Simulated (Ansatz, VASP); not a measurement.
# Cross-check of TiC between VASP and Ansatz, part 2 of 2

Aim: how closely do two programs agree when they are given the same cell, functional and k mesh? The cell is taken from a series of runs on this material, whose earlier steps may have relaxed, scaled, displaced or heated it; both programs get it as it stands.

VASP 6.6.1 and Ansatz 0.2.0.

So far. Step 3 (Ansatz: single point, PBEsol, pair 1): The run ends at a pressure of 4.16 GPa. Step 5 (VASP: single point, PBEsol, pair 2): The run ends at a pressure of 8.80 GPa.

## (6) Ansatz: single point, PBEsol, pair 2

Level of this step: Ansatz beside VASP: Kohn-Sham DFT, plane waves, PBEsol (Ansatz).

The same cell, functional, mesh and smearing now go to Ansatz, which takes its cutoff from its data sets.

The cell is taken from a series of runs on this material, whose earlier steps may have relaxed, scaled, displaced or heated it; both programs get it as it stands.

File input.yaml:

```yaml
crystal:
  lattice:
    - [0.0, 2.1249392429, 2.1249392429]
    - [2.1249392429, 0.0, 2.1249392429]
    - [2.1249392429, 2.1249392429, 0.0]
  atoms:
    - { symbol: Ti, position: [0.0, 0.0, 0.0] }
    - { symbol: C, position: [0.5, 0.5, 0.5] }
kpoints:
  mp_grid: { grid: [16, 16, 16] }
hamiltonian:
  xc: pbesol
scf:
  occupations: { method: methfessel_paxton, width: 0.2 }
output:
  forces: true
  stress: true
  eigenvalues: true
```

Started as:

```sh
$ ansatz run input.yaml --threads 8 --pin off --max-ram 30720MiB --backend cpu --events-out ev --progress --plain --runs-dir out
```

Numbers of over 12 decimals in the logs are rounded to 6 here.

What it wrote:

```text
[...]
Crystal: 2 atoms, lattice volume = 19.190 Å³
Basis set: ecut = 420 eV, 339 PW (Γ), exchange–correlation on 48×48×48 points (8 copies of the dense FFT grid, shifted against one another)
Bands: 12, of which v1, the nominal top of the filled ones, is band 8 counted from 1 (7 counted from 0)
Symmetry: 48 space group operations
[...]
k-points: 145 of 4096
[...]
--- Band table (eV; the first three rows and the last of 145) ---
  k-point 0: bands = [... 4 lower, 2.9460, 16.2670, 16.2670, 16.2670, 17.3558, 17.3558, 17.3558, 17.4437]
  k-point 1: bands = [... 4 lower, 3.0422, 15.8038, 16.0671, 16.0671, 16.6634, 16.6634, 17.6129, 18.4773]
  k-point 2: bands = [... 4 lower, 3.3244, 14.8906, 15.2687, 15.2687, 16.7349, 16.7349, 17.9752, 19.6172]
  k-point 144: bands = [... 4 lower, 5.9669, 12.3131, 12.3131, 12.7382, 18.5757, 18.5757, 19.4137, 21.2338]
[key lines of the parts left out:]
SCF converged after 5 iterations
Free energy (F): -2722.403302 eV
Fermi energy:    15.572558 eV
P = ⅓ Tr σ = 8.6495 GPa (86.495 kbar)
```

The run ends at a pressure of 8.65 GPa.

## (7) Side by side

Compared:

| quantity | Ansatz | VASP | difference |
| --- | --- | --- | --- |
| pressure (GPa) | 8.65 | 8.80 | -0.15 |

## (8) VASP: single point, PBEsol, pair 3

With cell and atoms fixed, the geometry can't cause a difference; cores, projectors, grids and the points listed under the comparison can. The cell compared in this pair holds 20.08 Å³, against 19.19 Å³ for the pair before.

File INCAR:

```
SYSTEM = TiC
PREC = Accurate
ENCUT = 600
EDIFF = 1E-06
NELM = 120
ISMEAR = 1
SIGMA = 0.2
LREAL = .FALSE.
ALGO = Normal
GGA = PS
NBANDS = 14
LASPH = .TRUE.
LORBIT = 11
LWAVE = .FALSE.
LCHARG = .FALSE.
ISIF = 2
GGA_COMPAT = .FALSE.
```

File POSCAR:

```
TiC
1.0
    0.0000000000      2.1573036902      2.1573036902
    2.1573036902      0.0000000000      2.1573036902
    2.1573036902      2.1573036902      0.0000000000
Ti C
1 1
Direct
    0.0000000000      0.0000000000      0.0000000000
    0.5000000000      0.5000000000      0.5000000000
```

File KPOINTS:

```
Automatic mesh
0
Gamma
16 16 16
0 0 0
```

PAW data sets: Ti_sv and C (PBE family, release 64).

Started as:

```sh
$ mpirun -np 1 vasp_std
```

What it wrote:

```text
[... set-up lines as in an earlier step ...]
 entering main loop
       N       E                     dE             d eps       ncg     rms          rms(c)
DAV:   1     0.129385129182E+03    0.12939E+03   -0.89145E+03  4060   0.151E+03
DAV:   2    -0.161120489888E+02   -0.14550E+03   -0.13691E+03  4270   0.375E+02
DAV:   3    -0.248099930087E+02   -0.86979E+01   -0.84730E+01  5464   0.875E+01
DAV:   4    -0.251878023313E+02   -0.37781E+00   -0.37754E+00  4970   0.166E+01
[...]
DAV:  12    -0.197991733436E+02    0.46412E-04   -0.36125E-04  4774   0.193E-01    0.531E-02
DAV:  13    -0.197991621694E+02    0.11174E-04   -0.33343E-05  4992   0.434E-02    0.851E-03
DAV:  14    -0.197991613531E+02    0.81630E-06   -0.11269E-06  3858   0.149E-02
   1 F= -.19799161E+02 E0= -.19799021E+02  d E =-.420233E-03
```

OUTCAR, selected parts (step 8):

```text
  Total       -0.4654035     -0.4654035     -0.4654035      0.0000000      0.0000000      0.0000000
  in kB      -37.1343989    -37.1343989    -37.1343989      0.0000000      0.0000000      0.0000000
  external PRESSURE =     -37.1343989 kB  Pullay stress =       0.0000000 kB

 POSITION                                       TOTAL-FORCE (eV/Angst)
 -----------------------------------------------------------------------------------
      0.00000      0.00000      0.00000        -0.000000      0.000000      0.000000
      2.15730      2.15730      2.15730         0.000000     -0.000000     -0.000000
 -----------------------------------------------------------------------------------
    total drift:                                0.000000     -0.000000     -0.000000

  FREE ENERGIE OF THE ION-ELECTRON SYSTEM (eV)
  ---------------------------------------------------
  free  energy   TOTEN  =       -19.7991613531 eV

  energy  without entropy=      -19.7987411204  energy(sigma->0) =      -19.79902128

[... 1 part as in an earlier step ...]

[... 2 further parts left out ...]
[key lines of the parts left out:]
E-fermi :   9.4296
```

The run ends at a pressure of -3.71 GPa.

## (9) Ansatz: single point, PBEsol, pair 3

The same cell, functional, mesh and smearing now go to Ansatz, which takes its cutoff from its data sets.

The cell is taken from a series of runs on this material, whose earlier steps may have relaxed, scaled, displaced or heated it; both programs get it as it stands.

input.yaml, the sections that differ from step 6:

```yaml
crystal:
  lattice:
    - [0.0, 2.1573036902, 2.1573036902]
    - [2.1573036902, 0.0, 2.1573036902]
    - [2.1573036902, 2.1573036902, 0.0]
  atoms:
    - { symbol: Ti, position: [0.0, 0.0, 0.0] }
    - { symbol: C, position: [0.5, 0.5, 0.5] }
output:
  forces: true
  stress: true
  eigenvalues: true
  write_density: true
  write_potential: true
  elf: true
  volumetric_format: npy
# kpoints, hamiltonian, scf: as in step 6
```

Started as:

```sh
$ ansatz run input.yaml --threads 8 --pin off --max-ram 30720MiB --backend cpu --events-out ev --progress --plain --runs-dir out
```

What it wrote:

```text
[...]
Crystal: 2 atoms, lattice volume = 20.080 Å³
Basis set: ecut = 420 eV, 387 PW (Γ), exchange–correlation on 48×48×48 points (8 copies of the dense FFT grid, shifted against one another)
Bands: 12, of which v1, the nominal top of the filled ones, is band 8 counted from 1 (7 counted from 0)
Symmetry: 48 space group operations
[...]
k-points: 145 of 4096
[...]
--- Band table (eV; the first three rows and the last of 145) ---
  k-point 0: bands = [... 4 lower, 2.3527, 15.4556, 15.4556, 15.4556, 16.4981, 16.4981, 16.4981, 16.5467]
  k-point 1: bands = [... 4 lower, 2.4435, 15.0126, 15.2619, 15.2619, 15.8242, 15.8242, 16.7353, 17.5466]
  k-point 2: bands = [... 4 lower, 2.7103, 14.1298, 14.4968, 14.4968, 15.8928, 15.8928, 17.0676, 18.6294]
  k-point 144: bands = [... 4 lower, 5.2920, 11.5962, 11.5962, 12.0472, 17.6201, 17.6201, 18.3833, 20.0640]
[key lines of the parts left out:]
SCF converged after 5 iterations
Free energy (F): -2722.415290 eV
Fermi energy:    14.773124 eV
P = ⅓ Tr σ = -3.8660 GPa (-38.660 kbar)
```

The run ends at a pressure of -3.87 GPa.

## (10) Side by side

Compared:

| quantity | Ansatz | VASP | difference |
| --- | --- | --- | --- |
| pressure (GPa) | -3.87 | -3.71 | -0.15 |

## (11) Outcome

* difference in pressure (single point, PBEsol, pair 1): -0.15 GPa
* difference in pressure (single point, PBEsol, pair 2): -0.15 GPa
* difference in pressure (single point, PBEsol, pair 3): -0.15 GPa

**Reading.** The difference in pressure is -0.15 GPa (single point, PBEsol, pair 1), within the 1 GPa picked in this series as the mark of a large difference. 2 further runs of this series are not shown here. Such differences can come from data sets, numerical settings and the points named under the comparisons, not from the functional's error against experiment.

[Lines on the potential files, build, host, timing and source positions are cut from VASP's logs without a mark.]

[Logs are printed without paths, hosts, clocks, repeated set-up lines and the standing remarks that a program may print on its own settings, such as how far it seeks lower states.]

[Hosts, paths, dates, database ids (printed as entryN), source tags and the programs' standing remarks are cut or masked in the printed files.]
